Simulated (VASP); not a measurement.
Method: PBE GGA, VASP's PBE PAW potentials (set 64) (plane waves; VASP).

VASP input:

### KPOINTS
```
Automatic mesh
0
Gamma
7 7 1
0 0 0
```

INCAR:
```
! general
SYSTEM  = WSi2
PREC    = Accurate
ENCUT   = 300
LREAL   = .False.
LASPH   = .True.

! electronic loop
EDIFF   = 1E-6
NELM    = 100
ALGO    = Normal
LMAXMIX = 6

! smearing
ISMEAR  = 1
SIGMA   = 0.272

! functional
GGA     = PE

! ions
ISIF    = 2

! output
LWAVE   = .False.
LCHARG  = .False.

! other
LDIPOL  = .True.
IDIPOL  = 3
DIPOL   = 0.5 0.5 0.5
```

### POSCAR
```
WSi2
1
    3.2732370000     0.0000000000     0.0000000000
    0.0000000000     3.2732370000     0.0000000000
    0.0000000000     0.0000000000    30.3680000000
Si W
8 4
Direct
  0.5000000000   0.5000000000   0.2634350000
  0.0000000000   0.0000000000   0.3072680000
  0.0000000000   0.0000000000   0.3923540000
  0.5000000000   0.5000000000   0.4361860000
  0.5000000000   0.5000000000   0.5212720000
  0.0000000000   0.0000000000   0.5651050000
  0.0000000000   0.0000000000   0.6501910000
  0.5000000000   0.5000000000   0.6940230000
  0.0000000000   0.0000000000   0.4787280000
  0.5000000000   0.5000000000   0.3498090000
  0.0000000000   0.0000000000   0.7365650000
  0.5000000000   0.5000000000   0.6076460000
```

POTCAR, in this order: Si W_sv (PBE.64 set). Program: vasp_std.

What will the output report for the number of irreducible k-points (NKPTS), largest plane-wave count, number of space-group operations, FFT grid (NGX, NGY, NGZ)?

| Quantity | Result |
|---|---|
| number of irreducible k-points (NKPTS) | 10 |
| largest plane-wave count | 3897 |
| number of space-group operations | 8 |
| FFT grid (NGX, NGY, NGZ) | 18 × 18 × 180 |

The cell is a sheet with vacuum, built from a generated structure.
